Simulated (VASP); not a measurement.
Calculation: PBE GGA, VASP's PBE PAW potentials (set 64) (plane waves; VASP 6.6.1).

VASP ran on this input.

POSCAR:
```
ZnO
1
    1.6250000000    -2.8145830000     0.0000000000
    1.6250000000     2.8145830000     0.0000000000
    0.0000000000     0.0000000000     5.2100000000
Zn O
2 2
Direct
  0.6666670000   0.3333330000   0.5000000000
  0.3333330000   0.6666670000   0.0000000000
  0.6666670000   0.3333330000   0.8820000000
  0.3333330000   0.6666670000   0.3820000000
```

File KPOINTS:
```
K-points
0
G
 7 7 4
0 0 0
```

INCAR:
```
SYSTEM = ZnO
PREC = Accurate
ENCUT = 520
EDIFF = 1E-6
NELM = 100
ALGO = Normal
LREAL = .FALSE.
LASPH = .TRUE.
ISMEAR = 0
SIGMA = 0.05
GGA = PE
LMAXMIX = 4
LWAVE = .FALSE.
LCHARG = .FALSE.
ISIF = 2
```

POTCAR, in this order: Zn O (PBE.64 set). Program: vasp_std.

Output of the run:

OSZICAR:
```
       N       E                     dE             d eps       ncg     rms          rms(c)
DAV:   1     0.288918777783E+03    0.28892E+03   -0.18882E+04  1056   0.236E+03
DAV:   2     0.103473522340E+02   -0.27857E+03   -0.26815E+03  1134   0.443E+02
DAV:   3    -0.204595808074E+02   -0.30807E+02   -0.30583E+02  1254   0.156E+02
DAV:   4    -0.210620140570E+02   -0.60243E+00   -0.60194E+00  1152   0.232E+01
DAV:   5    -0.210665654620E+02   -0.45514E-02   -0.45511E-02  1218   0.196E+00    0.151E+01
DAV:   6    -0.176821986773E+02    0.33844E+01   -0.11796E+01  1808   0.727E+01    0.928E+00
DAV:   7    -0.178586107446E+02   -0.17641E+00   -0.26818E+00  1106   0.195E+01    0.552E+00
DAV:   8    -0.178842970122E+02   -0.25686E-01   -0.80851E-01  1596   0.929E+00    0.181E+00
DAV:   9    -0.178204627967E+02    0.63834E-01   -0.18969E-01  1662   0.803E+00    0.335E-01
DAV:  10    -0.178242055710E+02   -0.37428E-02   -0.56621E-02  1086   0.176E+00    0.158E-01
DAV:  11    -0.178241274474E+02    0.78124E-04   -0.17286E-03  1532   0.655E-01    0.392E-02
DAV:  12    -0.178241888736E+02   -0.61426E-04   -0.21308E-04  1450   0.335E-01    0.339E-02
DAV:  13    -0.178241834650E+02    0.54087E-05   -0.41797E-05  1398   0.153E-01    0.122E-02
DAV:  14    -0.178241845877E+02   -0.11227E-05   -0.17111E-05  1128   0.383E-02    0.524E-03
DAV:  15    -0.178241839882E+02    0.59945E-06   -0.17853E-06   826   0.121E-02
   1 F= -.17824184E+02 E0= -.17824184E+02  d E =-.373119E-12
```

### OUTCAR
```
------------------------ aborting loop because EDIFF is reached ----------------------------------------
  FORCE on cell =-STRESS in cart. coord.  units (eV):
  Direction    XX          YY          ZZ          XY          YZ          ZX
  --------------------------------------------------------------------------------------
  Total        1.7201379      1.7201385      1.7428219      0.0000000      0.0000000      0.0000000
  in kB       57.8280720     57.8280900     58.5906677      0.0000000      0.0000000      0.0000000
  external PRESSURE =      58.0822765 kB  Pullay stress =       0.0000000 kB
  volume of cell :       47.66
      direct lattice vectors                 reciprocal lattice vectors
     1.625000000 -2.814583000  0.000000000     0.307692308 -0.177646209  0.000000000
     1.625000000  2.814583000  0.000000000     0.307692308  0.177646209  0.000000000
     0.000000000  0.000000000  5.210000000     0.000000000  0.000000000  0.191938580
  FREE ENERGIE OF THE ION-ELECTRON SYSTEM (eV)
  ---------------------------------------------------
  free  energy   TOTEN  =       -17.8241839882 eV

  energy  without entropy=      -17.8241839882  energy(sigma->0) =      -17.82418399
```
(Selected blocks of OUTCAR.)

File OUTCAR:
```
 val. band max:        1.1958867811   @ k =   0.0000   0.0000   0.0000

 cond. band min:       1.9814473490   @ k =   0.0000   0.0000   0.0000


 Fermi energy:         1.4220711453

 k-point     1 :       0.0000    0.0000    0.0000
  band No.  band energies     occupation
      1     -16.8873      2.00000
      2     -16.1617      2.00000
      3      -4.5060      2.00000
      4      -4.5060      2.00000
      5      -4.4203      2.00000
      6      -4.4081      2.00000
      7      -4.3219      2.00000
      8      -4.3219      2.00000
      9      -3.3153      2.00000
     10      -3.3153      2.00000
     11      -3.1027      2.00000
     12      -3.1027      2.00000
     13      -2.8170      2.00000
     14       0.4124      2.00000
     15       0.4124      2.00000
     16       1.1013      2.00000
     17       1.1959      2.00000
     18       1.1959      2.00000
     19       1.9814      0.00000
     20       6.3820      0.00000
     21       9.4317      0.00000
     22      14.0342      0.00000

 k-point     2 :       0.1429   -0.0000    0.0000
  band No.  band energies     occupation
      1     -16.7785      2.00000
      2     -16.1147      2.00000
      3      -4.6220      2.00000
      4      -4.4415      2.00000
      5      -4.3784      2.00000
      6      -4.3281      2.00000
      7      -4.2321      2.00000
      8      -4.2306      2.00000
      9      -3.3605      2.00000
     10      -3.3190      2.00000
     11      -3.0932      2.00000
     12      -3.0088      2.00000
     13      -2.8413      2.00000
     14      -0.2894      2.00000
     15       0.1462      2.00000
     16       0.2582      2.00000
     17       0.9671      2.00000
     18       1.0486      2.00000
     19       3.1904      0.00000
     20       7.1676      0.00000
     21       9.4163      0.00000
     22      12.3599      0.00000

 k-point     3 :       0.2857    0.0000    0.0000
  band No.  band energies     occupation
      1     -16.5114      2.00000
...
```

The compound is ZnO in the wurtzite structure. The cell was not relaxed at this level.
